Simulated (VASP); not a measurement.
Level of theory: LDA (Ceperley-Alder, Perdew-Zunger), VASP's LDA PAW potentials (set 64) (plane waves; VASP).

VASP input:

**INCAR**
```
! general
SYSTEM   =  TiO2
PREC     =  Accurate
ENCUT    =  620
LREAL    =  .FALSE.
LASPH    =  .TRUE.

! electronic loop
EDIFF    =  1E-6
NELM     =  100
ALGO     =  Normal
LMAXMIX  =  4

! smearing
ISMEAR   =  0
SIGMA    =  0.05

! ions
IBRION   =  2
NSW      =  40
ISIF     =  3
EDIFFG   =  -0.02
PSTRESS  =  450

! output
LWAVE    =  .FALSE.
LCHARG   =  .FALSE.
```

File KPOINTS:
```
Automatic mesh
0
Gamma
8 8 8
0 0 0
```

File POSCAR:
```
TiO2
1
   -1.8496186908     1.8496186908     4.2125389394
    1.8496186908    -1.8496186908     4.2125389394
    1.8496186908     1.8496186908    -4.2125389394
Ti O
2 4
Direct
  0.7500000000   0.2500000000   0.5000000000
  0.0000000000   0.0000000000   0.0000000000
  0.5244417883   0.0244417883   0.5000000000
  0.7744417883   0.7744417883   0.0000000000
  0.2255582117   0.2255582117   0.0000000000
  0.9755582117   0.4755582117   0.5000000000
```

POTCAR, in this order: Ti_sv O (LDA.64 set). Program: vasp_std.

Q: What will the output report for the number of irreducible k-points (NKPTS), largest plane-wave count, number of space-group operations, FFT grid (NGX, NGY, NGZ)?

A: 
- number of irreducible k-points (NKPTS): 59
- largest plane-wave count: 2042
- number of space-group operations: 16
- FFT grid (NGX, NGY, NGZ): 40 × 40 × 40

The compound is TiO2 in the anatase structure, one of several forms; rutile is the usual stable one. This run relaxes it under an external pressure of 45 GPa. Symmetry was kept, so distortions that lower it aren't found.
